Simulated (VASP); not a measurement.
EuZnGe (space group Immm): computed properties

Computed with PBEsol GGA, VASP's PBE PAW potentials (set 64) (plane waves; VASP 6.6.1).

| Quantity | Value |
|---|---|
| space group | Immm (71) |
| cell | a = 4.289 Å, b = 7.509 Å, c = 7.687 Å, α = β = γ = 90.00° |
| volume per atom | 20.63 Å³/atom |
| band gap (over mesh and band path) | none (metal, semimetal or under 0.01 eV) |
| cell moment | 0.00 μB |
| density | 7.78 g/cm³ |

```
CELL_PARAMETERS angstrom
     -2.14464     3.75470     3.84345
      2.14464    -3.75470     3.84345
      2.14464     3.75470    -3.84345
ATOMIC_POSITIONS crystal
  Eu 0.74566 0.74566 0.00000
  Eu 0.25434 0.25434 0.00000
  Zn 0.33139 0.00000 0.33139
  Zn 0.66861 0.00000 0.66861
  Ge 0.83390 0.50000 0.33390
  Ge 0.16610 0.50000 0.66610
```

The 4f electrons are frozen in the core of the lanthanide potential, so 4f levels, which can set the real gap, and their magnetism are missing.

The structure comes from a computed database's EuZnGe entry (Immm); how it stands against other phases isn't given here. It was relaxed first, which changed the volume by -13 %. Symmetry was kept, so distortions that lower it aren't found.
